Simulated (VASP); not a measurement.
An input for Quantum ESPRESSO's pw.x (written as the equivalent of a VASP run, and not itself run):

```
&CONTROL
  calculation = 'vc-relax'
  pseudo_dir = './pseudo'
  outdir = './out'
  tprnfor = .true.
  tstress = .true.
  nstep = 40
  forc_conv_thr = 0.00078
/
&SYSTEM
  ibrav = 0
  nat = 6
  ntyp = 2
  ecutwfc = 84
  occupations = 'smearing'
  smearing = 'gaussian'
  degauss = 0.003675
  input_dft = 'pbesol'
/
&ELECTRONS
  conv_thr = 7.3e-08
  electron_maxstep = 100
/
&IONS
/
&CELL
/
ATOMIC_SPECIES
  Pb 207.200 Pb.upf
  O 15.999 O.upf
CELL_PARAMETERS angstrom
     4.9934025   -0.0000000    0.0000000
     0.0000000    4.9934025    0.0000000
     0.0000000    0.0000000    3.4137313
ATOMIC_POSITIONS crystal
  Pb   1.0000000  0.0000000  0.0000000
  Pb   0.5000000  0.5000000  0.5000000
  O    0.3075622  0.3075622  0.0000000
  O    0.8075622  0.1924378  0.5000000
  O    0.1924378  0.8075622  0.5000000
  O    0.6924378  0.6924378  1.0000000
K_POINTS automatic
  5 5 7 0 0 0
```

**Question.** Translate this input to VASP (INCAR, KPOINTS, POSCAR, choice of POTCAR).

**Answer.** Several could match; the one computed here: 
**INCAR**
```
# general
SYSTEM  = PbO2
PREC    = Accurate
ENCUT   = 620
LREAL   = .False.
LASPH   = .True.

# electronic loop
EDIFF   = 1E-6
NELM    = 100
ALGO    = Normal
LMAXMIX = 4

# smearing
ISMEAR  = 0
SIGMA   = 0.05

# functional
GGA     = PS

# ions
IBRION  = 2
NSW     = 40
ISIF    = 3
EDIFFG  = -0.02

# output
LWAVE   = .False.
LCHARG  = .False.
```

File KPOINTS:
```
Automatic
0
Gamma
 5 5 7
0 0 0
```

POSCAR:
```
PbO2
1
    4.9934025143    -0.0000000000     0.0000000000
    0.0000000000     4.9934025143     0.0000000000
    0.0000000000     0.0000000000     3.4137313335
Pb O
2 4
Direct
  1.0000000000   0.0000000000   0.0000000000
  0.5000000000   0.5000000000   0.5000000000
  0.3075621775   0.3075621775   0.0000000000
  0.8075621775   0.1924378225   0.5000000000
  0.1924378225   0.8075621775   0.5000000000
  0.6924378225   0.6924378225   1.0000000000
```

POTCAR, in this order: Pb_d O (PBE.64 set). Program: vasp_std.

Limits of the translation: the potentials are each code's own (VASP's PAW set, PseudoDojo norm-conserving files in pw.x), so ENCUT and ecutwfc are chosen apart and not converted; conv_thr bounds pw.x's estimated SCF error, while EDIFF bounds the energy change between steps; forc_conv_thr acts on force components and is met together with etot_conv_thr.

The compound is PbO2 in the rutile structure. It was relaxed first.
